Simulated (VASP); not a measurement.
These are PBE GGA, VASP's PBE PAW potentials (set 64) (plane waves; VASP 6.6.1) values and carry that method's errors.

VASP input:

**INCAR**
```
ISMEAR = 1   # Methfessel-Paxton
SIGMA = 0.1   # width (eV)
PREC = Normal
LDIPOL = .TRUE.
LORBIT = 11   # lm-projected
ALGO = Normal   # blocked Davidson
SYSTEM = Pt16Cl
LVHAR = .TRUE.
LASPH = .TRUE.   # aspherical one-centre terms
EDIFF = 1E-6   # SCF stop (eV)
ENCUT = 400   # plane-wave cut-off (eV)
NELM = 100
LWAVE = .FALSE.
NELMIN = 4
LMAXMIX = 6
DIPOL = 0.5 0.5 0.5
LREAL = .FALSE.   # projection in real space or not
GGA = PE   # PBE
LCHARG = .FALSE.
IDIPOL = 3
```

### KPOINTS
```
Automatic mesh
0
Gamma
5 5 1
0 0 0
```

File POSCAR:
```
Pt16Cl
1.0
  5.6097938052   0.0000000000   0.0000000000
  2.8048974085   4.8582241948   0.0000000000
  0.0000000000   0.0000000000  21.0374353658
Pt Cl
16 1
direct
  0.0000000000   1.0000000000   0.3356191701
  0.5002790287   0.9994419426   0.3340972167
  0.9994419426   0.5002790287   0.3340972167
  0.5002790287   0.5002790287   0.3340972167
  0.1668915559   0.1668915559   0.4445728886
  0.6662178881   0.1668915559   0.4445728886
  0.1668915559   0.6662178881   0.4445728886
  0.6666670000   0.6666670000   0.4448578129
  0.8315708596   0.3368572807   0.5528635077
  0.3333330000   0.3333330000   0.5516092415
  0.8315708596   0.8315708596   0.5528635077
  0.3368572807   0.8315708596   0.5528635077
  0.0000000000   1.0000000000   0.6587987992
  0.5015030451   0.9969939099   0.6632318610
  0.9969939099   0.5015030451   0.6632318610
  0.5015030451   0.5015030451   0.6632318610
  0.3333330000   0.3333330000   0.7568005543
```

POTCAR, in this order: Pt Cl (PBE.64 set). Program: vasp_std. Read from the step before: WAVECAR.

Output

File OSZICAR:
```
       N       E                     dE             d eps       ncg     rms          rms(c)
DAV:   1    -0.952020582779E+02   -0.95202E+02   -0.16506E-03  1208   0.167E-01    0.245E-01
DAV:   2    -0.953097944337E+02   -0.10774E+00   -0.39751E-01  1548   0.222E+00    0.363E+00
DAV:   3    -0.952032009135E+02    0.10659E+00   -0.34380E-01  1640   0.200E+00    0.555E-01
DAV:   4    -0.952015643881E+02    0.16365E-02   -0.70527E-03  1140   0.353E-01    0.149E-01
DAV:   5    -0.952014982343E+02    0.66154E-04   -0.83575E-04  1152   0.122E-01    0.520E-02
DAV:   6    -0.952014967788E+02    0.14555E-05   -0.93826E-05  1132   0.410E-02    0.299E-02
DAV:   7    -0.952014925440E+02    0.42348E-05   -0.31084E-05  1120   0.210E-02    0.179E-02
DAV:   8    -0.952014920511E+02    0.49293E-06   -0.86593E-06   772   0.109E-02
   1 F= -.95201492E+02 E0= -.95185956E+02  d E =-.466080E-01
```

### OUTCAR
```
------------------------ aborting loop because EDIFF is reached ----------------------------------------
  FORCE on cell =-STRESS in cart. coord.  units (eV):
  Direction    XX          YY          ZZ          XY          YZ          ZX
  --------------------------------------------------------------------------------------
  Total      -14.1618349    -14.1618363     -0.1906790     -0.0000015      0.0000000      0.0000000
  in kB      -39.5742655    -39.5742696     -0.5328392     -0.0000041      0.0000000      0.0000000
  external PRESSURE =     -26.5604581 kB  Pullay stress =       0.0000000 kB
  volume of cell :      573.35
      direct lattice vectors                 reciprocal lattice vectors
     5.609793805  0.000000000  0.000000000     0.178259671 -0.102918283  0.000000000
     2.804897409  4.858224195  0.000000000     0.000000000  0.205836528  0.000000000
     0.000000000  0.000000000 21.037435366     0.000000000  0.000000000  0.047534311
 POSITION                                       TOTAL-FORCE (eV/Angst)
 -----------------------------------------------------------------------------------
      0.00000      0.00000      7.06057         0.000000     -0.000000     -0.005668
      5.60979      4.85551      7.02855         0.000000      0.004250      0.004636
      7.00989      2.43047      7.02855         0.003681     -0.002125      0.004636
      4.20969      2.43047      7.02855        -0.003681     -0.002125      0.004636
      1.40434      0.81080      9.35267         0.001635      0.000944     -0.006560
      4.20546      0.81080      9.35267        -0.001635      0.000944     -0.006560
      2.80490      3.23664      9.35267        -0.000000     -0.001888     -0.006560
      5.60980      3.23882      9.35867         0.000000     -0.000000     -0.016493
      5.60979      1.63653     11.63083        -0.000000     -0.009652      0.007307
      2.80489      1.61941     11.60444         0.000000      0.000000      0.010318
      6.99741      4.03996     11.63083         0.008359      0.004826      0.007307
      4.22217      4.03996     11.63083        -0.008359      0.004826      0.007307
      0.00000      0.00000     13.85944         0.000000     -0.000000      0.011798
      5.60979      4.84362     13.95270         0.000000      0.012889     -0.004964
      6.99959      2.43641     13.95270         0.011162     -0.006445     -0.004964
      4.21999      2.43641     13.95270        -0.011162     -0.006445     -0.004964
      2.80489      1.61941     15.92114         0.000000      0.000000     -0.001211
 -----------------------------------------------------------------------------------
    total drift:                                0.002915      0.001683     -0.002525
  FREE ENERGIE OF THE ION-ELECTRON SYSTEM (eV)
  ---------------------------------------------------
  free  energy   TOTEN  =       -95.2014920511 eV

  energy  without entropy=      -95.1548840116  energy(sigma->0) =      -95.18595604

 total charge

# of ion       s       p       d       tot
------------------------------------------
    1        0.621   0.438   7.993   9.052
    2        0.619   0.427   7.999   9.046
    3        0.619   0.427   7.999   9.046
    4        0.619   0.427   7.999   9.046
    5        0.608   0.556   8.026   9.191
    6        0.608   0.556   8.026   9.191
    7        0.608   0.556   8.026   9.191
    8        0.611   0.560   8.011   9.182
    9        0.615   0.569   8.015   9.199
   10        0.610   0.550   8.032   9.192
   11        0.615   0.569   8.015   9.199
   12        0.615   0.569   8.015   9.199
   13        0.619   0.442   8.043   9.104
   14        0.590   0.478   8.025   9.094
   15        0.590   0.478   8.025   9.094
   16        0.590   0.478   8.025   9.094
   17        1.607   3.389   0.000   4.996
--------------------------------------------------
tot         11.366  11.470 128.276 151.113
```
(Selected blocks of OUTCAR.)

The cell is a thin slab with vacuum, built from Pt (fcc): (111) face, Cl adsorbed.
